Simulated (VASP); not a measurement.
Crystal: Al2SiF2.

```
CELL_PARAMETERS angstrom
-1.79500 1.79500 6.66000
1.79500 -1.79500 6.66000
1.79500 1.79500 -6.66000
ATOMIC_POSITIONS crystal
Al 0.37950 0.87950 0.50000
Al 0.12050 0.62050 0.50000
Si 0.00000 0.00000 0.00000
F 0.32455 0.32455 0.00000
F 0.67545 0.67545 0.00000
```

The cell was built by a generator and needn't be a form met in nature.

- Program: VASP 6.6.1
- Task: relaxation of cell and atoms
- Functional: PBE
- Potentials or basis: VASP PAW PBE potentials, release 64 (Al, Si, F)
- Cutoff: 520 eV
- k mesh: 12 × 12 × 12
- Occupations: gaussian, width 0.1 eV
- Spin: no spin polarisation

At the start: pressure 0.7 GPa; volume 17.17 Å³/atom.

Question: Where does the relaxation end?

Answer: Over 16 steps the energy falls by 2.3 meV/atom and the volume is 17.63 Å³/atom (+2.7 %); space group I-4m2 (No. 119, to 0.05 Å).

Step by step:
```tsv
step	energy change (eV)	largest force (eV/Å)	pressure (GPa)	volume (Å³)
1	0.0000	0.0252	0.72	85.83
2	-0.0026	0.0226	-0.07	86.79
3	-0.0026	0.0237	-0.10	86.82
4	-0.0033	0.0245	-0.09	86.83
5	-0.0051	0.0269	-0.06	86.84
6	-0.0074	0.0312	0.01	86.84
7	-0.0078	0.0421	0.16	86.78
8	-0.0085	0.0351	0.08	86.82
9	-0.0095	0.0451	-0.08	87.28
10	-0.0100	0.0645	-0.34	88.02
11	-0.0103	0.0594	-0.32	88.03
12	-0.0108	0.0491	-0.21	88.09
13	-0.0112	0.0426	0.01	88.19
14	-0.0112	0.0371	-0.01	88.17
15	-0.0113	0.0303	0.00	88.16
16	-0.0115	0.0095	0.03	88.14
```

Final structure:
```yaml
crystal:
  lattice:
    - [-1.76766, 1.76766, 7.05191]
    - [1.76766, -1.76766, 7.05191]
    - [1.76766, 1.76766, -7.05191]
  atoms:
    - { symbol: Al, position: [0.38341, 0.88341, 0.50000] }
    - { symbol: Al, position: [0.11659, 0.61659, 0.50000] }
    - { symbol: Si, position: [0.00000, 0.00000, 0.00000] }
    - { symbol: F, position: [0.32884, 0.32884, 0.00000] }
    - { symbol: F, position: [0.67116, 0.67116, 0.00000] }
```
